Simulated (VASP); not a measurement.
A convergence study with VASP on MoSe$_{2}$ (2H layered): one setting is varied, all else stays as given below, so the limit is that of these other settings.

```yaml
crystal:
  lattice:
    - [1.64500, -2.84922, 0.00000]
    - [1.64500, 2.84922, 0.00000]
    - [0.00000, 0.00000, 12.93000]
  atoms:
    - { symbol: Mo, position: [0.33333, 0.66667, 0.25000] }
    - { symbol: Mo, position: [0.66667, 0.33333, 0.75000] }
    - { symbol: Se, position: [0.33333, 0.66667, 0.87900] }
    - { symbol: Se, position: [0.66667, 0.33333, 0.37900] }
    - { symbol: Se, position: [0.66667, 0.33333, 0.12100] }
    - { symbol: Se, position: [0.33333, 0.66667, 0.62100] }
```

Method: PBE GGA, VASP's PBE PAW potentials (set 64) (plane waves; VASP 6.6.1). The tightest run used: 550 eV cut-off, 17×17×4 Γ-centred mesh, Gaussian smearing of 0.050 eV, potentials Mo_sv Se.

The reference is 17×17×4 mesh, which took about 7 core-minutes. The timings are rough (shared machines, no repeats); factors under 2 mean little.

Problem. Of the settings 1×1×1 mesh; 2×2×1 mesh; 3×3×1 mesh; 4×4×1 mesh; 5×5×1 mesh; 6×6×1 mesh; 7×7×2 mesh; 8×8×2 mesh; 9×9×2 mesh; 10×10×2 mesh; 11×11×2 mesh; 12×12×3 mesh; 13×13×3 mesh; 14×14×3 mesh; 15×15×3 mesh; 16×16×4 mesh; 17×17×4 mesh, which is the lowest that keeps the difference from the reference in the stress, largest component (GPa) within 0.2 from there on, and what does it cost?

Solution. 7×7×2 mesh; its cost over the reference is about 1/9.
```json
[
 {"setting": "1×1×1 mesh", "difference in the stress, largest component (GPa)": "36.01", "cost over the reference": "about 1/30"},
 {"setting": "2×2×1 mesh", "difference in the stress, largest component (GPa)": "5.43", "cost over the reference": "about 1/30"},
 {"setting": "3×3×1 mesh", "difference in the stress, largest component (GPa)": "0.44", "cost over the reference": "about 1/20"},
 {"setting": "4×4×1 mesh", "difference in the stress, largest component (GPa)": "0.37", "cost over the reference": "about 1/20"},
 {"setting": "5×5×1 mesh", "difference in the stress, largest component (GPa)": "0.41", "cost over the reference": "about 1/20"},
 {"setting": "6×6×1 mesh", "difference in the stress, largest component (GPa)": "0.44", "cost over the reference": "about 1/10"},
 {"setting": "7×7×2 mesh", "difference in the stress, largest component (GPa)": "0.01", "cost over the reference": "about 1/9"},
 {"setting": "8×8×2 mesh", "difference in the stress, largest component (GPa)": "0.00", "cost over the reference": "about 1/6"},
 {"setting": "9×9×2 mesh", "difference in the stress, largest component (GPa)": "0.01", "cost over the reference": "about 1/5"},
 {"setting": "10×10×2 mesh", "difference in the stress, largest component (GPa)": "0.01", "cost over the reference": "about 1/4"},
 {"setting": "11×11×2 mesh", "difference in the stress, largest component (GPa)": "0.01", "cost over the reference": "about 1/3"},
 {"setting": "12×12×3 mesh", "difference in the stress, largest component (GPa)": "0.00", "cost over the reference": "about 1/4"},
 {"setting": "13×13×3 mesh", "difference in the stress, largest component (GPa)": "0.00", "cost over the reference": "about 1/3"},
 {"setting": "14×14×3 mesh", "difference in the stress, largest component (GPa)": "0.00", "cost over the reference": "about 1/2"},
 {"setting": "15×15×3 mesh", "difference in the stress, largest component (GPa)": "0.00", "cost over the reference": "about 1/2"},
 {"setting": "16×16×4 mesh", "difference in the stress, largest component (GPa)": "0.00", "cost over the reference": "within a factor of 2"},
 {"setting": "17×17×4 mesh", "difference in the stress, largest component (GPa)": "0.00", "cost over the reference": "reference"}
]
```

Left out are rungs that failed or repeat a setting and relaxations that didn't move; long series are thinned to 24 rows.

The compound is MoSe2 in the 2H layered structure. The cell was not relaxed at this level.
